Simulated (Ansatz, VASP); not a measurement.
**Te (Tellurium): VASP beside Ansatz**

Wanted: the spread between two codes on one cell, functional and k mesh. The cell is taken from a series of runs on this material, whose earlier steps may have relaxed, scaled, displaced or heated it; both programs get it as it stands.

Method: plane waves, with VASP 6.6.1 beside it; zone-centre phonons at PBEsol, in Ansatz 0.2.0.

### 1. Starting point

It takes space group P3_121 (No. 152, trigonal). Conventional cell: a = 4.360 Å, b = 4.360 Å, c = 5.915 Å, α = 90.00°, β = 90.00°, γ = 120.00°. Nearest to Te lie 2 Te at 2.90 Å.

### 2. Ansatz: zone-centre phonons, PBEsol

Ansatz runs on its PAW soft_1 files.

Second derivatives magnify differences that forces hide, and they need a tight electronic threshold.

input.yaml reads:

```yaml
crystal:
  lattice:
    - [4.3595017536, 0.0, 0.0]
    - [-2.1797508768, 3.7754392665, 0.0]
    - [0.0, 0.0, 5.9145926151]
  atoms:
    - { symbol: Te, position: [0.2817986691, 0.0, 0.3333333333] }
    - { symbol: Te, position: [0.0, 0.2817986691, 0.6666666667] }
    - { symbol: Te, position: [0.7182013309, 0.7182013309, 0.0] }
kpoints:
  mp_grid: { grid: [12, 12, 8] }
hamiltonian:
  xc: pbesol
  pseudopotentials: { kind: paw, azcp: { folder: soft_1 }, xc_functional: pbe }
scf:
  occupations: { method: methfessel_paxton, width: 0.2 }
output:
  eigenvalues: true
phonons:
  method: dfpt
```

On the command line:

```
ansatz run input.yaml --threads 4 --pin off --max-ram 10240MiB --backend cpu --events-out ev --progress --plain --runs-dir out
```

Numbers of over 12 decimals in the logs are rounded to 6 here.

The program printed:

```text
zone centre: on kpoints.mp_grid the ground state, and the responses unless they are solved on pairs of k-points, stand on 320 of the mesh's 1152 k-points, reduced under 2 symmetry operations, with k and −k counted as one. Each operation leaves every solved displacement unchanged or reverses it
Engine: ansatz 0.2.0, x86_64-unknown-linux-gnu
Pseudopotentials: kind: paw
Pseudopotential: Te, paw, valence charge 16, recommended cutoff 420 eV (normal), soft_1/Te.paw.azcp
Functional definition: PBEsol
  exchange = pbesol_x
  correlation = pbesol_c
Crystal: 3 atoms, lattice volume = 97.348 Å³
Basis set: ecut = 420 eV, 1921 PW (Γ), exchange–correlation on 60×60×96 points (8 copies of the dense FFT grid, shifted against one another)
Bands: 29, of which v1, the nominal top of the filled ones, is band 24 counted from 1 (23 counted from 0)
Symmetry: 6 space group operations
k-points: 320 of 1152 (irreducible under 2 space group operations, time reversal used)
Non-local potential: Te, projectors of the file, l = 0: 2, l = 1: 2, l = 2: 2, l = 3: 1
PAW form: soft (Blöchl's): semilocal exchange-correlation on the pseudo side does not see the compensation charge
PAW frozen core: Te, regenerated for the run's functional, and the local potential with it (the file was generated under x = pbe(κ = 0.804, μ = 0.219515), c = pbe(β = 0.066725))
PAW one-centre angular grid: Te, 590 points (default); XC on 64 Gauss nodes
Initial density: superposition of atomic densities (chi_scale 0.1, normalization cell)
Initial wavefunctions: pseudopotential atomic-orbital guess
Functional: x = pbesol(κ = 0.804, μ = 0.123457), c = pbesol(β = 0.046)
SCF iter   1: F=—  HF=-20704.827653 eV  |F-HF|=—  |Δ(HF+E_count)|=         —  Δρ=1.45e-2  dr2=1.49e-1  ethr=3.10e-3  ⟨swp⟩=8.6  Hψ=45736  notcnv=0
preconditioner: auto → Resta (q_TF=auto, 2.425 Å⁻¹)  ε∞=4.4  [insulator: Δε(μ)=0.130 eV  Ē_g=8.678 eV  σ=0.200 eV  W_gap=0.52  n_scr=22 (ndim 8)  ℏωp=16.0 eV  f_vac=0.005  D(μ)=-0.04/eV (n_scr^D=0)  ε∞_Penn≈4.4]
SCF iter   2: F=—  HF=-20704.806990 eV  |F-HF|=—  |Δ(HF+E_count)|=   2.07e-2  S|Δr|=    0.00e0  Δρ=8.38e-3  dr2=4.90e-2  ethr=3.11e-4  ⟨swp⟩=1.0  Hψ=11853  notcnv=0
preconditioner: auto → Kerker (q_TF=auto, 2.425 Å⁻¹)  [metal: Δε(μ)=0.095 eV  Ē_g=8.679 eV  σ=0.200 eV  W_gap=0.39  n_scr=22 (ndim 8)  ℏωp=16.0 eV  f_vac=0.007  D(μ)=-0.03/eV (n_scr^D=0)]
SCF iter   3: F=—  HF=-20704.799382 eV  |F-HF|=—  |Δ(HF+E_count)|=   7.61e-3  S|Δr|=    0.00e0  Δρ=8.18e-4  dr2=7.14e-4  ethr=1.02e-4  ⟨swp⟩=2.3  Hψ=14008  notcnv=0
SCF iter   4: F=—  HF=-20704.799443 eV  |F-HF|=—  |Δ(HF+E_count)|=   6.04e-5  S|Δr|=    0.00e0  Δρ=2.76e-4  dr2=7.86e-5  ethr=1.49e-6  ⟨swp⟩=2.0  Hψ=16891  notcnv=0
SCF iter   5: F=—  HF=-20704.799452 eV  |F-HF|=—  |Δ(HF+E_count)|=   9.49e-6  S|Δr|=    0.00e0  Δρ=1.18e-4  dr2=2.17e-5  ethr=1.64e-7  ⟨swp⟩=2.1  Hψ=16856  notcnv=0
SCF iter   6: F=—  HF=-20704.799457 eV  |F-HF|=—  |Δ(HF+E_count)|=   4.47e-6  S|Δr|=    0.00e0  Δρ=4.11e-5  dr2=2.76e-6  ethr=4.52e-8  ⟨swp⟩=2.0  Hψ=12068  notcnv=0
SCF iter   7: F=—  HF=-20704.799463 eV  |F-HF|=—  |Δ(HF+E_count)|=   6.26e-6  S|Δr|=    0.00e0  Δρ=1.14e-5  dr2=1.44e-7  ethr=5.76e-9  ⟨swp⟩=3.0  Hψ=17923  notcnv=0
SCF iter   8: F=—  HF=-20704.799463 eV  |F-HF|=—  |Δ(HF+E_count)|=   8.82e-8  S|Δr|=    0.00e0  Δρ=3.01e-6  dr2=7.40e-9  ethr=3.00e-10  ⟨swp⟩=3.0  Hψ=17424  notcnv=0
SCF iter   9: F=—  HF=-20704.799463 eV  |F-HF|=—  |Δ(HF+E_count)|=   1.89e-9  S|Δr|=    0.00e0  Δρ=6.79e-7  dr2=3.83e-10  ethr=1.54e-11  ⟨swp⟩=3.0  Hψ=17619  notcnv=0
SCF iter  10: F=—  HF=-20704.799463 eV  |F-HF|=—  |Δ(HF+E_count)|=  1.89e-10  S|Δr|=    0.00e0  Δρ=1.53e-7  dr2=2.63e-11  ethr=1.00e-12  ⟨swp⟩=2.7  Hψ=14158  notcnv=0
SCF iter  11: F=-20704.799463 eV  HF=-20704.799463 eV  |F-HF|=7.28e-12  |Δ(HF+E_count)|=  1.46e-11  S|Δr|=    0.00e0  Δρ=3.27e-8  dr2=1.14e-12  ethr=1.00e-12  ⟨swp⟩=9.8  Hψ=49705  notcnv=0
SCF 1 converged in 11 iterations: F = -20704.799463 eV  dr2 = 1.14e-12
  greatest PAW one-centre occupation: 0.998 electrons in one spin orbital (limit 2), on the Te atom at site 0 (counted from 0), in its partial waves of l = 2
DFPT response loops at Γ: preconditioner auto → Kerker (q_TF=auto, 2.425 Å⁻¹) (partly filled bands, converged f_vac=0.013); β = 1.00, the filter's whole step (`scf.mixing.beta` (0.50) is not read by the response loops under this deck's `scf.mixing.preconditioner`; to damp them name `kerker` or `kerker_dos`, under which they read `scf.mixing.beta`, and type it under 1.00, their step now; both keys bind the ground state too); Broyden in place of MSR1
SCF converged after 11 iterations
Stability not checked: this state was not tested for a lower state beside it, because cold or Methfessel-Paxton smearing, or corrected tetrahedra, fill the levels in a way that the test cannot read (fill_not_monotonic; see scf.lower_state_search)
Free energy (F): -20704.799463 eV
Harris-Foulkes:  -20704.799463 eV  (|F-HF|=7.28e-12)
Internal energy: -20704.802661 eV  (E = F + TS)
E sigma→0 (E₀):  -20704.800263 eV
Entropy (-TS):   0.003198 eV (1.066 meV/atom)
Fermi energy:    9.408145 eV
Step filling:    the computed levels leave a gap of 0.0716 eV = 0.4 smearing widths at the electron count; against every level under it full and every level over it empty, smearing changes F+E_penalty+E_count by +0.571 meV and its σ→0 estimate by -0.229 meV
--- Per-component energies (eV) ---
  E_band       = -774.222717
  E_kinetic    = 516.504800
  E_local      = -4772.169832  (includes V_loc(G=0)·N_el)
  E_nonlocal   = 200.704865
  E_hartree    = 2382.023726
  E_xc         = -365.823924
  E_vxc        = -307.024314  (∫ρ·V_xc dr)
  E_paw        = -13773.577366  (= ΣΔE_a)
  E_vpaw       = -1176.285957  (= ΣTr[D̂ρ^β])
  E_aug_tail   = 0.000256  (compensation charges beyond the density's cutoff)
  E_ewald      = -4893.589619
  E_core_change = 1.124434  (= ΣΔE_core)
  E_smearing   = 0.003198  (= −TS)
  E_closure    = 0.000000  (closes the sum)
  Σ components = -20704.799463   (vs F -20704.799463, Δ=0.00e0)
--- Band table (eV; the first three rows and the last of 320) ---
  k-point 0: bands = [... 20 lower, 6.6767, 7.5456, 7.5456, 8.2202, 10.3361, 10.3361, 10.9425, 14.2076, ... 1 higher]
  k-point 1: bands = [... 20 lower, 6.8155, 7.6093, 7.6782, 8.2411, 10.1926, 10.2278, 10.7683, 13.8048, ... 1 higher]
  k-point 2: bands = [... 20 lower, 6.8001, 7.7748, 7.9589, 8.3015, 9.8918, 9.9662, 10.3597, 13.4276, ... 1 higher]
  k-point 319: bands = [... 20 lower, 4.6757, 7.8946, 8.2784, 9.0150, 10.0131, 10.9636, 10.9817, 14.2506, ... 1 higher]
--- Phonons (Γ-DFPT): 3 representative perturbations + reference, on 320 of 1152 k-points (Σ response iterations 9) ---
  k mesh reduced under 2 symmetry operations, with k and −k counted as one. Each operation leaves every solved displacement unchanged or reverses it
  ASR residual: 2.701e-5 → 0.000e0 eV/Å²; symmetrization residual: 2.035e-6 eV/Å²
  ASR residual per site (eV/Å²): 2.70e-5 2.12e-5 2.12e-5
  Γ frequencies (cm⁻¹): 0.00 0.00 0.00 81.78 81.78 89.05 99.32 127.12 127.12
  non-analytic LO–TO correction: not included (Born effective charges unavailable; polar crystals: no LO–TO splitting at Γ)
```

[end of part 1 of 2]

[Lines on the potential files, build, host, timing and source positions are cut from VASP's logs without a mark.]

[Logs are printed without paths, hosts, clocks, repeated set-up lines and the standing remarks that a program may print on its own settings, such as how far it seeks lower states.]

[Hosts, paths, dates, database ids (printed as entryN), source tags and the programs' standing remarks are cut or masked in the printed files.]
